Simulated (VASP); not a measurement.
Data:

```yaml
crystal:
  lattice:
    - [3.81372, 0.00000, 0.00000]
    - [-1.90686, 3.30278, 0.00000]
    - [0.00000, 0.00000, 4.59956]
  atoms:
    - { symbol: Hf, position: [0.33333, 0.66667, 0.94151] }
    - { symbol: Hf, position: [0.66667, 0.33333, 0.44151] }
    - { symbol: C, position: [0.33333, 0.66667, 0.43349] }
    - { symbol: C, position: [0.66667, 0.33333, 0.93349] }
```

Computed with PBEsol GGA, VASP's PBE PAW potentials (set 64) (plane waves; VASP 6.6.1). Numerical set-up: 520 eV cut-off, Gaussian smearing of 0.050 eV, potentials Hf_pv C.

Unless said otherwise, spin-orbit coupling is left out, though it shifts the bands of the heavy elements here.

Task: What does the run give for the band gap (along the path) with the smallest direct gap where there is one?

Result: 
```yaml
band gap (along the path): none (metal, semimetal or under 0.01 eV)
```

The structure was generated: HfC was put into the wurtzite type (P6_3mc), which need not be its known phase. It was relaxed first, which changed the volume by -41 %.
